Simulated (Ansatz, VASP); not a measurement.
# Tl2S: VASP beside Ansatz, part 2 of 2

One calculation is typed for both programs; each brings its own data sets. How far apart do they land? The cell is generated by rule, not measured, and may not be a known phase. The two relaxations start from unlike cells of this crystal (the structure described is Ansatz's start), so only their ends are compared.

VASP 6.6.1 and Ansatz 0.2.0.

So far: The structure; VASP: relaxation of cell and atoms, PBEsol.

The structure was built from a prototype and need not be the compound's stable phase.

### 3. Ansatz: relaxation of cell and atoms, PBEsol

Level of this step: Ansatz beside VASP: Kohn-Sham DFT, plane waves, PBEsol (Ansatz).

Ansatz runs on its default PAW (the set named soft_2) files.

Its own start cell and the same functional, mesh and smearing now go to Ansatz, which takes its cutoff from its data sets.

Contents of input.yaml:

```yaml
crystal:
  lattice:
    - [6.6368285313, 0.0, 0.0]
    - [0.0, 6.6368285313, 0.0]
    - [0.0, 0.0, 6.6368285313]
  atoms:
    - { symbol: S, position: [-0.0278374054, -0.0278374054, 0.0278374054] }
    - { symbol: S, position: [0.4721625946, 0.4721625946, 0.5278374054] }
    - { symbol: Tl, position: [0.2521833526, 0.2521833526, 0.2476008215] }
    - { symbol: Tl, position: [0.7519675267, 0.7519675267, 0.2480324733] }
    - { symbol: Tl, position: [0.7523991785, 0.2521833526, 0.7478166474] }
    - { symbol: Tl, position: [0.2521833526, 0.7523991785, 0.7478166474] }
kpoints:
  mp_grid: { grid: [6, 6, 6] }
hamiltonian:
  xc: pbesol
scf:
  occupations: { method: methfessel_paxton, width: 0.2 }
output:
  forces: true
  stress: true
  eigenvalues: true
  write_density: true
  write_potential: true
  elf: true
  volumetric_format: npy
relax:
  adjacent_minimum: "off"
  f_tol: 0.002
  max_steps: 120
  cell: { stress_tol: 0.03 }
```

The run is started by

```sh
$ ansatz run input.yaml --threads 8 --pin off --max-ram 14336MiB --backend cpu --events-out ev --progress --plain --runs-dir out
```

Numbers of over 12 decimals in the logs are rounded to 6 here.

Log:

```text
Engine: ansatz 0.2.0, aarch64-unknown-linux-gnu
Pseudopotentials: kind: paw
Pseudopotential: S, paw, valence charge 6, recommended cutoff 420 eV (normal), S.paw.azcp
Pseudopotential: Tl, paw, valence charge 13, recommended cutoff 420 eV (normal), Tl.paw.azcp
Functional definition: PBEsol
  exchange = pbesol_x
  correlation = pbesol_c
Crystal: 6 atoms, lattice volume = 292.336 Å³
Basis set: ecut = 420 eV, 5695 PW (Γ), exchange–correlation on 90×90×90 points (8 copies of the dense FFT grid, shifted against one another)
Bands: 39, of which v1, the nominal top of the filled ones, is band 32 counted from 1 (31 counted from 0)
Symmetry: 6 space group operations
Space group: R3m (ITA 160), of the structure as read, at distance tolerance 6.6e-5 Å
k-points: 32 of 216 (time reversal used)
Non-local potential: S, projectors of the file, l = 0: 2, l = 1: 2, l = 2: 2
Non-local potential: Tl, projectors of the file, l = 0: 2, l = 1: 2, l = 2: 2, l = 3: 1
PAW form: soft (Blöchl's): semilocal exchange-correlation on the pseudo side does not see the compensation charge
PAW frozen core: S, regenerated for the run's functional, and the local potential with it (the file was generated under x = pbe(κ = 0.804, μ = 0.219515), c = pbe(β = 0.066725))
PAW frozen core: Tl, regenerated for the run's functional, and the local potential with it (the file was generated under x = pbe(κ = 0.804, μ = 0.219515), c = pbe(β = 0.066725))
PAW one-centre angular grid: S, 110 points (default); XC on 64 Gauss nodes
PAW one-centre angular grid: Tl, 590 points (default); XC on 64 Gauss nodes
Initial density: superposition of atomic densities (neutral atoms: chi_scale 0, normalization atom), corrected by the library's trained network
Initial wavefunctions: pseudopotential atomic-orbital guess
Functional: x = pbesol(κ = 0.804, μ = 0.123457), c = pbesol(β = 0.046)
SCF iter   1: F=—  HF=-46950.742747 eV  |F-HF|=—  |Δ(HF+E_count)|=         —  Δρ=3.23e-3  dr2=5.08e-2  ethr=1.77e-3  ⟨swp⟩=6.2  Hψ=4555  notcnv=0
preconditioner: auto → Resta (q_TF=auto, 2.118 Å⁻¹)  ε∞=3.6  [insulator: Δε(μ)=0.511 eV  Ē_g=10.680 eV  σ=0.200 eV  W_gap=1.07  n_scr=56 (ndim 8)  ℏωp=17.4 eV  f_vac=0.168  D(μ)=-0.28/eV (n_scr^D=0)  ε∞_Penn≈3.6]
SCF iter   2: F=—  HF=-46950.745339 eV  |F-HF|=—  |Δ(HF+E_count)|=   2.59e-3  S|Δr|=    0.00e0  Δρ=1.80e-3  dr2=1.46e-2  ethr=7.93e-5  ⟨swp⟩=2.2  Hψ=2248  notcnv=0
SCF iter   3: F=—  HF=-46950.752337 eV  |F-HF|=—  |Δ(HF+E_count)|=   7.00e-3  S|Δr|=    0.00e0  Δρ=7.58e-4  dr2=5.51e-3  ethr=2.28e-5  ⟨swp⟩=2.0  Hψ=2155  notcnv=0
SCF iter   4: F=—  HF=-46950.753343 eV  |F-HF|=—  |Δ(HF+E_count)|=   1.01e-3  S|Δr|=    0.00e0  Δρ=2.51e-4  dr2=3.62e-4  ethr=8.62e-6  ⟨swp⟩=2.0  Hψ=1429  notcnv=0
SCF iter   5: F=—  HF=-46950.753951 eV  |F-HF|=—  |Δ(HF+E_count)|=   6.08e-4  S|Δr|=    0.00e0  Δρ=7.20e-5  dr2=3.56e-5  ethr=5.65e-7  ⟨swp⟩=2.2  Hψ=2168  notcnv=0
SCF iter   6: F=—  HF=-46950.753945 eV  |F-HF|=—  |Δ(HF+E_count)|=   5.89e-6  S|Δr|=    0.00e0  Δρ=4.00e-5  dr2=1.35e-5  ethr=5.56e-8  ⟨swp⟩=2.8  Hψ=2252  notcnv=0
SCF iter   7: F=—  HF=-46950.753947 eV  |F-HF|=—  |Δ(HF+E_count)|=   1.53e-6  S|Δr|=    0.00e0  Δρ=1.47e-5  dr2=1.50e-6  ethr=2.11e-8  ⟨swp⟩=2.0  Hψ=1424  notcnv=0
SCF iter   8: F=—  HF=-46950.753948 eV  |F-HF|=—  |Δ(HF+E_count)|=   1.13e-6  S|Δr|=    0.00e0  Δρ=4.34e-6  dr2=1.08e-7  ethr=2.35e-9  ⟨swp⟩=2.0  Hψ=1565  notcnv=0
SCF iter   9: F=-46950.753948 eV  HF=-46950.753948 eV  |F-HF|=1.61e-8  |Δ(HF+E_count)|=   2.20e-7  S|Δr|=    0.00e0  Δρ=1.17e-6  dr2=1.02e-8  ethr=1.56e-10  ⟨swp⟩=13.9  Hψ=8687  notcnv=0
SCF 1 converged in 9 iterations: F = -46950.753948 eV  dr2 = 1.02e-8
  greatest PAW one-centre occupation: 0.966 electrons in one spin orbital (limit 2), on the Tl atom at site 5 (counted from 0), in its partial waves of l = 2
relax step   1: F+E_penalty+E_count = -46950.75394832 eV  Δ(F+E_penalty+E_count) = +0.000e0 eV  max|allowed force component| = 3.781e-1 eV/Å  Δτ_max = 0.0000 Å  P = +0.198 GPa  Ω = 292.336 Å³  (9 SCF iters, dr2 threshold 1.00e-7 eV, accepted)
[...]
relax step  16: F+E_penalty+E_count = -46952.76805496 eV  Δ(F+E_penalty+E_count) = +4.155e-3 eV  max|allowed force component| = 1.405e-3 eV/Å  Δτ_max = 0.0000 Å  P = -0.026 GPa  Ω = 184.958 Å³  stress off target by 3.02e-2 GPa  SCF on the basis re-selected at this cell (its energy is not comparable with the rows above)  (6 SCF iters)
[...]
relax step  17: F+E_penalty+E_count = -46952.76812385 eV  Δ(F+E_penalty+E_count) = -6.889e-5 eV  max|allowed force component| = 1.538e-3 eV/Å  Δτ_max = 0.0030 Å  P = +0.005 GPa  Ω = 184.658 Å³  energy of the carried Pulay correction = +5.103e-5 eV  (5 SCF iters, dr2 threshold 2.28e-9 eV, accepted)
[...]
relax step  18: F+E_penalty+E_count = -46952.76806800 eV  Δ(F+E_penalty+E_count) = +5.585e-5 eV  max|allowed force component| = 1.532e-3 eV/Å  Δτ_max = 0.0000 Å  P = +0.005 GPa  Ω = 184.658 Å³  stress off target by 2.61e-2 GPa  SCF on the basis re-selected at this cell (its energy is not comparable with the rows above)  (4 SCF iters)
basis re-selected at this cell: Δ(F+E_penalty+E_count) = +5.585e-5 eV, ΔP = -0.000 GPa vs the last step (what re-selecting the basis moved, of the pressure what is left beyond the Pulay correction that the steps carried, after the strain that the cell walked since its last selection, with what the two solves' SCF thresholds leave and, on support functions, any second-order correction that the steps lacked; it is no m [...]
SCF converged after 4 iterations
Stability not checked: this state was not tested for a lower state beside it, because cold or Methfessel-Paxton smearing, or corrected tetrahedra, fill the levels in a way that the test cannot read (fill_not_monotonic; see scf.lower_state_search)
Free energy (F): -46952.768068 eV
Harris-Foulkes:  -46952.768068 eV  (|F-HF|=7.28e-12)
Internal energy: -46952.774763 eV  (E = F + TS)
E sigma→0 (E₀):  -46952.769742 eV
Entropy (-TS):   0.006695 eV (1.116 meV/atom)
Fermi energy:    6.922372 eV
Step filling:    the computed levels leave a gap of 0.2095 eV = 1.0 smearing widths at the electron count; against every level under it full and every level over it empty, smearing changes F+E_penalty+E_count by +1.962 meV and its σ→0 estimate by +0.288 meV
--- Per-component energies (eV) ---
  E_band       = -126.002528
  E_kinetic    = 1541.279770
  E_local      = -4462.511644  (includes V_loc(G=0)·N_el)
  E_nonlocal   = 1336.220711
  E_hartree    = 1649.232380
  E_xc         = -1105.950698
  E_vxc        = -740.897954  (∫ρ·V_xc dr)
  E_paw        = -41234.526719  (= ΣΔE_a)
  E_vpaw       = -1098.558258  (= ΣTr[D̂ρ^β])
  E_aug_tail   = 0.000138  (compensation charges beyond the density's cutoff)
  E_ewald      = -4676.795660
  E_core_change = 0.276959  (= ΣΔE_core)
  E_smearing   = 0.006695  (= −TS)
  E_closure    = -0.000000  (closes the sum)
  Σ components = -46952.768068   (vs F -46952.768068, Δ=0.00e0)
--- Forces (eV/Å), atoms counted from 1 ---
  atom   1  S      0.00040302     0.00040302    -0.00040302
  atom   2  S      0.00153254     0.00153254    -0.00153254
  atom   3  Tl    -0.00053559    -0.00053559     0.00013381
  atom   4  Tl    -0.00073021    -0.00073021     0.00073021
  atom   5  Tl    -0.00013381    -0.00053559     0.00053559
  atom   6  Tl    -0.00053559    -0.00013381     0.00053559
  max |Σ_I F_I| component: 3.54e-7 eV/Å
--- Stress (GPa, compression-positive) ---
        0.005055       0.010516      -0.010516
        0.010516       0.005055      -0.010516
       -0.010516      -0.010516       0.005055
  P = ⅓ Tr σ = 0.0051 GPa (0.051 kbar)
--- Band table (eV; the first three rows and the last of 32) ---
  k-point 0: bands = [... 28 lower, 3.9317, 5.2681, 5.2681, 5.6711, 7.7921, 7.7921, 7.9395, 9.4231, ... 3 higher]
  k-point 1: bands = [... 28 lower, 4.6401, 5.2017, 5.2333, 5.4706, 7.5404, 7.8631, 8.4351, 9.1456, ... 3 higher]
  k-point 2: bands = [... 28 lower, 4.8979, 5.0958, 5.3948, 5.9102, 7.1831, 8.1461, 8.6580, 9.6342, ... 3 higher]
  k-point 31: bands = [... 28 lower, 5.1942, 6.0325, 6.6453, 6.6453, 7.8903, 7.8903, 8.2117, 9.2157, ... 3 higher]
--- Relaxed structure (16 steps of the walk, 16 accepted, 2 SCFs on fresh bases) ---
  F+E_penalty+E_count = -46952.76806800 eV   max|allowed force component| = 1.532e-3 eV/Å   (the final SCF, on the basis selected at the relaxed cell)
  cell:  # Å, volume = 184.6581 Å³
    - [5.750663, 0.585737, -0.585737]
    - [0.585737, 5.750663, -0.585737]
    - [-0.585737, -0.585737, 5.750663]
  atoms:
    - { symbol: S, position: [-0.068290, -0.068290, 0.068290] }
    - { symbol: S, position: [0.365543, 0.365543, 0.634457] }
    - { symbol: Tl, position: [0.295126, 0.295126, 0.149000] }
    - { symbol: Tl, position: [0.714553, 0.714553, 0.285447] }
    - { symbol: Tl, position: [0.851000, 0.295126, 0.704874] }
    - { symbol: Tl, position: [0.295126, 0.851000, 0.704874] }
```

### 4. Differences

Known differences besides the potentials themselves: the cutoff is 420 eV in Ansatz and 500 eV in VASP; Ansatz makes its cores anew for this functional, VASP keeps those of its PBE data sets; Ansatz adds a Pulay correction to the stress that steers its cell, VASP none. Total energies have different zeros and are not compared.

The two programs side by side:

```csv
quantity,Ansatz,VASP,difference
volume (Å³),184.66,183.93,+0.40 %
"edge a after relaxation, in the typed setting (Å)",5.810,5.806,+0.07 %
```

### 5. Outcome

| Quantity | Value |
| --- | --- |
| difference in volume (relaxation of cell and atoms, PBEsol) | 0.40 % |

What this shows: The difference in volume is 0.40 % (relaxation of cell and atoms, PBEsol), within the 1.2 % picked in this series as the mark of a large difference, as far as the stopping tolerances let one tell. Such differences can come from data sets, numerical settings and the points named under the comparisons, not from the functional's error against experiment.

[Lines on the potential files, build, host, timing and source positions are cut from VASP's logs without a mark.]

[Logs are printed without paths, hosts, clocks, repeated set-up lines and the standing remarks that a program may print on its own settings, such as how far it seeks lower states.]

[Hosts, paths, dates, database ids (printed as entryN), source tags and the programs' standing remarks are cut or masked in the printed files.]
